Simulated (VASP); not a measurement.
A VASP calculation is set up with these files.

### POSCAR
```
Cd2TeSe
1
    4.3986590852     0.0000000000     0.0000000000
   -2.1993295426     3.8093505899    -0.0000000000
    0.0000000000     0.0000000000     7.1764350041
Cd Te Se
2 1 1
Direct
  0.6666670000   0.3333330000   0.4835432022
  0.0000000000   0.0000000000   0.0150437358
  0.0000000000   0.0000000000   0.6277929761
  0.6666670000   0.3333330000   0.1216300859
```

KPOINTS:
```
Automatic
0
gamma
5 5 3
```

**INCAR**
```
SYSTEM = Cd2TeSe
PREC = Accurate
ENCUT = 400
EDIFF = 1E-6
NELM = 100
ALGO = Normal
LREAL = .FALSE.
LASPH = .TRUE.
ISMEAR = 0
SIGMA = 0.05
LMAXMIX = 4
LWAVE = .FALSE.
LCHARG = .FALSE.
IBRION = 2
ISIF = 3
NSW = 60
EDIFFG = -0.02
```

POTCAR, in this order: Cd Te Se (LDA.64 set). Program: vasp_std.

Question: Write an equivalent input for Ansatz.

Answer: One equivalent input (not run):
Ansatz 0.2 input:
```yaml
crystal:
  lattice:
    - [4.3986591, 0.0000000, 0.0000000]
    - [-2.1993295, 3.8093506, 0.0000000]
    - [0.0000000, 0.0000000, 7.1764350]
  atoms:
    - { symbol: Cd, position: [0.6666670, 0.3333330, 0.4835432] }
    - { symbol: Cd, position: [0.0000000, 0.0000000, 0.0150437] }
    - { symbol: Te, position: [0.0000000, 0.0000000, 0.6277930] }
    - { symbol: Se, position: [0.6666670, 0.3333330, 0.1216301] }
kpoints:
  mp_grid: { grid: [5, 5, 3] }
hamiltonian:
  xc: lda
  pseudopotentials: { kind: paw }
scf:
  occupations: { method: gaussian, width: 0.05 }
  max_iter: 100
relax:
  max_steps: 60
  f_tol: 0.02
  cell: {}
output: { forces: true, stress: true, eigenvalues: true }
```
The two are equivalent in intent, not identical: each code has its own PAW files, so the cut-off isn't converted (ENCUT is set for VASP's; basis.ecutwfc is left out, and Ansatz then takes the one that its files recommend); Ansatz stops its SCF on the density residual and VASP on the energy change (EDIFF); Ansatz's lda is the Perdew-Wang form, while the LDA potentials of VASP carry Perdew-Zunger's.

The structure comes from a computed database's Cd2TeSe entry (P3m1); how it stands against other phases isn't given here. This run relaxes it. Symmetry was kept, so distortions that lower it aren't found. The start is the result of an earlier pass.
